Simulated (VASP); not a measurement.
Given:

```xyz
6
Lattice="1.5546 -2.6926 0.0000 1.5546 2.6926 0.0000 0.0000 0.0000 12.1689" Properties=species:S:1:pos:R:3 pbc="T T T"
Mo     1.5546     0.8975     3.0422
Mo     1.5546    -0.8975     9.1267
S      1.5546     0.8975    10.6514
S      1.5546    -0.8975     4.5669
S      1.5546    -0.8975     1.5175
S      1.5546     0.8975     7.6020
```

Method: r2SCAN+rVV10, VASP's PBE PAW potentials (set 64) (plane waves; VASP). Settings: 520 eV cut-off, 8×8×2 Γ-centred mesh, Gaussian smearing of 0.050 eV, potentials Mo_sv S.

**Question.** The ions and cell shape at fixed volume are relaxed. Give the cell that the relaxation ends in.

**Answer.** 
```xyz
6
Lattice="1.5727 -2.7240 0.0000 1.5727 2.7240 0.0000 0.0000 0.0000 11.8898" Properties=species:S:1:pos:R:3 pbc="T T T"
Mo     1.5727     0.9080     2.9725
Mo     1.5727    -0.9080     8.9174
S      1.5727     0.9080    10.4749
S      1.5727    -0.9080     4.5300
S      1.5727    -0.9080     1.4149
S      1.5727     0.9080     7.3598
```
Space group P6_3/mmc (194), at a tolerance of 0.03 Å.

**Question.** How much energy does the relaxation gain?

**Answer.** The energy (σ→0) changes by -23.8 meV/atom, in 8 ionic steps.

The compound is MoS2 in the 2H layered structure. This cell is one point of a volume scan, at 0.94 of the reference volume. Symmetry was kept, so distortions that lower it aren't found.
